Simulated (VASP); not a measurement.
Here is the system:

```
BN
1.0
    0.00000     1.80377     1.80377
    1.80377     0.00000     1.80377
    1.80377     1.80377     0.00000
B N
1 1
Cartesian
  0.00000   0.00000   0.00000
  0.90188   0.90188   0.90188
```

All values below come from RPBE GGA, VASP's PBE PAW potentials (set 64) (plane waves; VASP). Settings: 520 eV cut-off, 12×12×12 Γ-centred mesh, Gaussian smearing of 0.050 eV, potentials B N.

What does the run give for the energy per atom (σ→0), pressure, band gap (on the k-mesh) with the smallest direct gap where there is one?

```yaml
band gap (on the k-mesh): 4.49 eV
smallest direct gap (on the k-mesh): 8.90 eV
energy per atom (σ→0): -8307 meV/atom
pressure: 11.61 GPa
```

Only differences to runs with the same potentials and settings are physical.

The compound is BN in the zinc blende structure. This cell is one point of a volume scan, at 0.97 of the reference volume.
